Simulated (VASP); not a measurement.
# BW5 (P6/mmm) in VASP: further runs

Runs on BW5. Level: PBE. Tasks: single point, relaxation of cell and atoms.

Program: VASP 6.6.1. These are calculated values, not measurements. Logs are shortened: lines on timing, memory, paths and dates and some standing lists are left out, and cuts for length are marked.

## (1) The cell of the first run

It takes space group P6/mmm (No. 191, hexagonal). The conventional cell has a = 4.533 Å, b = 4.533 Å, c = 5.194 Å, α = 90.00°, β = 90.00°, γ = 120.00°. B (site symmetry 6/mmm) is surrounded by 14 W at 2.60 to 2.93 Å. Around W (site symmetry 3m) lie 8 W at 2.57 to 2.91 Å and 3 B at 2.93 Å. W (site symmetry 6/mmm) has 2 B at 2.60 Å and 12 W at 2.91 Å as nearest neighbours.

The cell was built by a generator and needn't be a form met in nature.

## (2) Single point, PBE (species swapped into the BaSn5 type (P6/mmm, No. 191))

The input, INCAR:

```
SYSTEM = BW5
PREC = Accurate ; ENCUT = 520
EDIFF = 1E-6 ; ISMEAR = 0
SIGMA = 0.1 ; LREAL = .FALSE.
LASPH = .TRUE. ; NELM = 100
ALGO = Normal ; ISIF = 2
LWAVE = .FALSE. ; LCHARG = .FALSE.
GGA = PE ; NBANDS = 46
```

The input, KPOINTS:

```
regular mesh
0
G
  6 6 4
  0 0 0
```

The input, POSCAR:

```
BW5
1.0
    4.5325667586     -0.0000000030      0.0000000000
   -2.2662833767      3.9253179588      0.0000000000
    0.0000000000      0.0000000000      5.1944972031
B W
1 5
Direct
    0.0000000000      0.0000000000      0.5000000000
    0.6666666667      0.3333333333      0.7529892466
    0.0000000000      0.0000000000      0.0000000000
    0.6666666667      0.3333333333      0.2470107534
    0.3333333333      0.6666666667      0.2470107534
    0.3333333333      0.6666666667      0.7529892466
```

Potentials or basis: VASP PAW PBE potentials, release 64 (B, W_sv).

On the command line:

```
cat potpaw_PBE.64/B/POTCAR potpaw_PBE.64/W_sv/POTCAR > POTCAR
mpirun -np 1 vasp_std > vasp.out
```

OUTCAR:

```text
SYSTEM = BW5
   PREC = Accurate
   ENCUT = 520
   EDIFF = 1E-6
   ISMEAR = 0
   LREAL = .FALSE.
   LASPH = .TRUE.
   NELM = 100
   ISIF = 2
   GGA = PE

 ion  position               nearest neighbor table
   1  0.000  0.000  0.500-   3 2.60   3 2.60
   2  0.667  0.333  0.753-   4 2.57   6 2.62   6 2.62   6 2.62   4 2.63   3 2.91   3 2.91   3 2.91

   3  0.000  0.000  0.000-   1 2.60   1 2.60   4 2.91   5 2.91   6 2.91   2 2.91   2 2.91   4 2.91
                             5 2.91   6 2.91   2 2.91   4 2.91   5 2.91   6 2.91
   4  0.667  0.333  0.247-   2 2.57   5 2.62   5 2.62   5 2.62   2 2.63   3 2.91   3 2.91   3 2.91

   5  0.333  0.667  0.247-   6 2.57   4 2.62   4 2.62   4 2.62   6 2.63   3 2.91   3 2.91   3 2.91

   6  0.333  0.667  0.753-   5 2.57   2 2.62   2 2.62   2 2.62   5 2.63   3 2.91   3 2.91   3 2.91

  LATTYP: Found a hexagonal cell.
 ALAT       =     4.5325667586
 C/A-ratio  =     1.1460387634

  Lattice vectors:

 A1 = (   4.5325667586,  -0.0000000030,   0.0000000000)
 A2 = (  -2.2662833767,   3.9253179588,   0.0000000000)
 A3 = (   0.0000000000,   0.0000000000,   5.1944972031)

Analysis of symmetry for initial positions (statically):
=====================================================================
 Subroutine PRICEL returns:
 Original cell was already a primitive cell.

 Routine SETGRP: Setting up the symmetry group for a
 hexagonal supercell.

 Subroutine GETGRP returns: Found 24 space group operations
 (whereof 24 operations were pure point group operations)
 out of a pool of 24 trial point group operations.

The static configuration has the point symmetry D_6h.

Analysis of symmetry for dynamics (positions and initial velocities):
=====================================================================
 Subroutine PRICEL returns:
 Original cell was already a primitive cell.

 Routine SETGRP: Setting up the symmetry group for a
 hexagonal supercell.

 Subroutine GETGRP returns: Found 24 space group operations
 (whereof 24 operations were pure point group operations)
 out of a pool of 24 trial point group operations.

The dynamic configuration has the point symmetry D_6h.

 Subroutine INISYM returns: Found 24 space group operations
 (whereof 24 operations are pure point group operations),
 and found     1 'primitive' translations

----------------------------------------------------------------------------------------

                                     Primitive cell

[... 98 lines left out ...]
   IBRION =     -1    ionic relax: 0-MD 1-quasi-New 2-CG
   NFREE  =      0    steps in history (QN), initial steepest desc. (CG)
   ISIF   =      2    stress and relaxation
   ISYM   =      2    0-nonsym 1-usesym 2-fastsym
   POTIM  = 0.5000    time-step for ionic-motion
   TEBEG  =    0.0;   TEEND  =   0.0 temperature during run
   PSTRESS=    0.0 pullay stress
   NELECT =      73.0000    total number of electrons
   NUPDOWN=      -1.0000    fix difference up-down
   EMIN   =  10.00;   EMAX   =-10.00  energy-range for DOS
   EFERMI =   0.00;   METHOD = LEGACY
   ISMEAR =     0;   SIGMA  =   0.10  broadening in eV -4-tet -1-fermi 0-gaus
   EFERMI_NEDOS =   21; number of points for ismear=-14 and -15
   IALGO  =     38    algorithm
   IMIX   =      4    mixing-type and parameters
     AMIX     =   0.40;   BMIX     =  1.00
     AMIX_MAG =   1.60;   BMIX_MAG =  1.00
  volume/ion in A,a.u.               =      15.40       103.95
  Fermi-wavevector in a.u.,A,eV,Ry     =   1.513311  2.859744 31.158851  2.290111
  Thomas-Fermi vector in A             =   2.623119
   LORBIT       =      0    0 simple, 1 ext, 2 COOP (PROOUT), +10 PAW based schemes
   GGA     = PE    functional components
   LHFCALC =     F    Hartree Fock is set to
   AEXX    =    0.0000 exact exchange contribution
   IVDW    =     0    specifies the selected vdW correction
   LEPSILON=     F    determine dielectric tensor
   LRPA    =     F    only Hartree local field effects (RPA)
 non-spin polarized calculation
 Gauss-broadening in eV      SIGMA  =   0.10
  energy-cutoff  :      520.00
  volume of cell :       92.42
 maximum number of plane-waves:      2521
 NGX is ok and might be reduce to    36
   NGX = 17   NGY = 17   NGZ = 19

 number of electron      72.9999994 magnetization

 Free energy of the ion-electron system (eV)
  ---------------------------------------------------
  ext. energy  EPLUGINS =         0.00000000
  ---------------------------------------------------
  free energy    TOTEN  =       -65.84772594 eV

  energy without entropy =      -65.81233676  energy(sigma->0) =      -65.83003135

 E-fermi :  10.2921     XC(G=0): -13.0796

 val. band max:       10.2630244887   @ k =   0.5000   0.0000   0.2500
 cond. band min:      10.3018912154   @ k =   0.1667   0.0000   0.0000
 fundamental gap:      0.0388667268
 Fermi energy:        10.2921185647

 k-point     1 :       0.0000    0.0000    0.0000
  band No.  band energies     occupation
      1     -63.9830      2.00000
      2     -63.7367      2.00000
      3     -63.6262      2.00000
      4     -63.5868      2.00000
      5     -63.4735      2.00000
      6     -28.8480      2.00000
[... 1018 lines left out ...]
     45      13.1580      0.00000
     46      13.3477      0.00000

------------------------ aborting loop because EDIFF is reached ----------------------------------------

  FORCE on cell =-STRESS in cart. coord.  units (eV):
  Direction    XX          YY          ZZ          XY          YZ          ZX
  --------------------------------------------------------------------------------------
  -------------------------------------------------------------------------------------
  Total        0.3053535      0.3053535      0.4010969      0.0000000      0.0000000      0.0000000
  in kB        5.2935974      5.2935974      6.9534025      0.0000000      0.0000000      0.0000000
  external PRESSURE =       5.8468658 kB  Pullay stress =       0.0000000 kB

 VOLUME and BASIS-vectors are now :
 -----------------------------------------------------------------------------
  energy-cutoff  :      520.00
  volume of cell :       92.42
      direct lattice vectors                 reciprocal lattice vectors
     4.532566759 -0.000000003  0.000000000     0.220625543  0.127378216  0.000000000
    -2.266283377  3.925317959  0.000000000     0.000000000  0.254756433  0.000000000
     0.000000000  0.000000000  5.194497203     0.000000000  0.000000000  0.192511414

 POSITION                                       TOTAL-FORCE (eV/Angst)
 -----------------------------------------------------------------------------------
      0.00000      0.00000      2.59725        -0.000000     -0.000000      0.000000
      2.26628      1.30844      3.91140        -0.000000      0.000000     -0.008320
      0.00000      0.00000      0.00000        -0.000000     -0.000000      0.000000
      2.26628      1.30844      1.28310        -0.000000     -0.000000      0.008320
      0.00000      2.61688      1.28310         0.000000      0.000000      0.008320
      0.00000      2.61688      3.91140         0.000000      0.000000     -0.008320
 -----------------------------------------------------------------------------------
    total drift:                               -0.000000      0.000000     -0.000000

  FREE ENERGIE OF THE ION-ELECTRON SYSTEM (eV)
  ---------------------------------------------------
  free  energy   TOTEN  =       -65.8477259376 eV

  energy  without entropy=      -65.8123367608  energy(sigma->0) =      -65.83003135
```

Run time: 46 s. Hardware: 1 thread of Intel Xeon 6975P-C (Granite Rapids), shared host; peak memory 0.24 GiB.

What came out:

| Property | Result |
| --- | --- |
| Free energy | -65.8477 eV |
| Pressure | 0.6 GPa |
| Largest force | 0.008 eV/Å |
| Band gap on the k mesh | none (metal or under the smearing width) |

Forces on the atoms (eV/Å):
```
B    0.000  0.000  0.000
W    0.000  0.000 -0.008
W    0.000  0.000  0.000
W    0.000  0.000  0.008
W    0.000  0.000  0.008
W    0.000  0.000 -0.008
```

The run has no spin-orbit coupling, so splittings on W are missing.

## (3) Relaxation of cell and atoms, PBE (species swapped into the BaSn5 type (P6/mmm, No. 191))

The input, INCAR:

```
SYSTEM = BW5
PREC     = Accurate       ! precision mode
ENCUT    = 600            ! plane-wave cutoff, eV
EDIFF    = 1E-6           ! SCF threshold, eV
ISMEAR   = 0              ! smearing method
SIGMA    = 0.1            ! smearing width, eV
LREAL    = .FALSE.        ! projectors in reciprocal space
LASPH    = .TRUE.         ! aspherical terms in the spheres
NELM     = 100            ! most SCF steps
ALGO     = Fast           ! electronic algorithm
ISIF     = 3              ! what is computed and relaxed
LWAVE    = .FALSE.        ! write WAVECAR
LCHARG   = .FALSE.        ! write CHGCAR
GGA      = PE             ! functional
IBRION   = 2              ! ionic algorithm
NSW      = 90             ! ionic steps
EDIFFG   = -0.04          ! ionic threshold
```

KPOINTS is that of step 2.

The input, POSCAR:

```
BW5
1.0
    4.3650489300      0.0000000000      0.0000000000
   -2.1825244600      3.7802432600      0.0000000000
    0.0000000000      0.0000000000      5.9253390400
B W
1 5
Direct
    0.0000000000      0.0000000000      0.5000000000
    0.6666666700      0.3333333300      0.7959949400
    0.0000000000      0.0000000000      0.0000000000
    0.6666666700      0.3333333300      0.2040050600
    0.3333333300      0.6666666700      0.2040050600
    0.3333333300      0.6666666700      0.7959949400
```

Potentials or basis: VASP PAW PBE potentials, release 64 (B, W_sv).

On the command line:

```
cat potpaw_PBE.64/B/POTCAR potpaw_PBE.64/W_sv/POTCAR > POTCAR
mpirun -np 1 vasp_std > vasp.out
```

It took 13 min on 1 thread of Intel Xeon 6975P-C (Granite Rapids), shared host; peak memory 0.3 GiB.

Results (log left out):

```
Free energy                            : -65.8493 eV
Relaxed volume                         : 15.44 Å³/atom
Relaxed cell                           : a = 4.536 Å, b = 4.536 Å, c = 5.201 Å, α = 90.00°, β = 90.00°, γ = 120.00°
Space group after relaxing (to 0.05 Å) : P6/mmm (No. 191)
Energy gained by relaxing              : 539.5 meV/atom
Ionic steps                            : 13
Pressure after relaxing                : 0.0 GPa
Largest force after relaxing           : 0.006 eV/Å
Band gap on the k mesh                 : none (metal or under the smearing width)
```

Forces on the atoms (eV/Å):
```
B    0.000  0.000  0.000
W    0.000  0.000 -0.006
W    0.000  0.000  0.000
W    0.000  0.000  0.006
W    0.000  0.000  0.006
W    0.000  0.000 -0.006
```

The path:
```
step  energy change (eV)  largest force (eV/Å)  pressure (GPa)  volume (Å³)
   1              0.0000                3.6952           16.43        97.77
   2              1.2150                0.5712          -37.40       122.54
   3             -1.1546                1.2360          -14.14       107.04
   4             -2.8802                1.7557           -6.30        96.33
   5             -2.8984                1.4555           -3.94        94.95
   6             -2.6694                2.1052           16.65        87.32
   7             -3.1363                0.2054            2.04        91.80
   8             -3.2115                0.0910           -2.43        93.66
   9             -3.2349                0.1240           -1.21        93.05
  10             -3.2349                0.1256           -1.15        93.03
  11             -3.2326                0.0781            1.95        91.99
  12             -3.2372                0.0433            0.11        92.60
  13             -3.2373                0.0055           -0.02        92.66
```

Final structure:
```cif
data_structure
_symmetry_space_group_name_H-M 'P 1'
_symmetry_Int_Tables_number 1
_cell_length_a 4.5356
_cell_length_b 4.5356
_cell_length_c 5.2012
_cell_angle_alpha 90.000
_cell_angle_beta 90.000
_cell_angle_gamma 120.000
_cell_volume 92.66
loop_
_atom_site_label
_atom_site_type_symbol
_atom_site_fract_x
_atom_site_fract_y
_atom_site_fract_z
_atom_site_occupancy
B1 B 0.00000 0.00000 0.50000 1
W1 W 0.66667 0.33333 0.75304 1
W2 W 0.00000 0.00000 0.00000 1
W3 W 0.66667 0.33333 0.24696 1
W4 W 0.33333 0.66667 0.24696 1
W5 W 0.33333 0.66667 0.75304 1
```

Levels at points of the mesh, in eV from the Fermi level:
```tsv
k point	band 33	band 34	band 35	band 36	band 37	band 38	band 39	band 40	band 41	band 42
(0.00, 0.00, 0.00)	-1.75	-1.48	-1.48	0.09	0.09	0.65	0.65	1.14	1.82	1.82
(0.50, 0.00, 0.00)	-2.32	-1.38	-1.02	0.07	0.27	0.64	1.04	1.58	1.84	1.88
(0.00, 0.00, 0.50)	-0.49	-0.49	-0.32	-0.32	-0.30	-0.15	0.01	0.01	0.17	0.31
(0.50, 0.00, 0.50)	-2.17	-1.63	-0.92	-0.59	-0.14	0.49	0.77	1.00	1.47	1.84
```
